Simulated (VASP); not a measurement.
Runs of VASP 6.6.1 on ZrC. Symmetry: Fm-3m, No. 225, cubic system. Conventional cell: a = 4.711 Å, b = 4.711 Å, c = 4.711 Å, α = 90.00°, β = 90.00°, γ = 90.00°. Around Zr (site symmetry m-3m) lie 6 C at 2.36 Å. C (site symmetry m-3m) has 6 Zr at 2.36 Å as nearest neighbours. 

| task | level | cell | k mesh | cutoff (eV) | exchange at q = 0 | grid for exact exchange (PRECFOCK) | screening parameter | mesh quality | gap on the mesh (eV) | pressure (GPa) | relaxed volume (Å³/atom) |
| --- | --- | --- | --- | --- | --- | --- | --- | --- | --- | --- | --- |
| single point | r2SCAN | Fm-3m, 13.07 Å³/atom | 8 × 8 × 8 | 520 | - | - | - | not flagged | none | 0.2 | - |
| single point | PBE | Fm-3m, 13.07 Å³/atom | 10 × 10 × 10 | 520 | - | - | - | not flagged | none | -0.1 | - |
| single point | PBE | Fm-3m, 13.05 Å³/atom | 8 × 8 × 8 | 520 | - | - | - | not flagged | none | 0.2 | - |
| single point | HSE06 | Fm-3m, 13.07 Å³/atom | 6 × 6 × 6 | 520 | truncated | Normal | 0.2079 1/A | coarse | none | (a) | - |
| relaxation of cell and atoms | PBE | relaxed | 8 × 8 × 8 | 600 | - | - | - | not flagged | none | 0.0 | 13.06 |
| relaxation of cell and atoms | r2SCAN | relaxed | 8 × 8 × 8 | 600 | - | - | - | not flagged | none | 0.0 | 13.08 |

Alike in all rows: potentials or basis VASP PAW PBE potentials, release 64 (Zr_sv, C); no spin polarisation; smearing fermi-dirac 0.02 eV.

Problem. Estimate the missing entries.

Solution. (a) -3.0.

Caveats: some runs use coarse meshes; the PAW data sets were made with another functional, which shifts forces and pressure a little (some runs).

A k mesh can miss the band edges, and the runs leave out spin-orbit coupling on Zr.

A gap of «none» marks a metal or a gap under the smearing width.
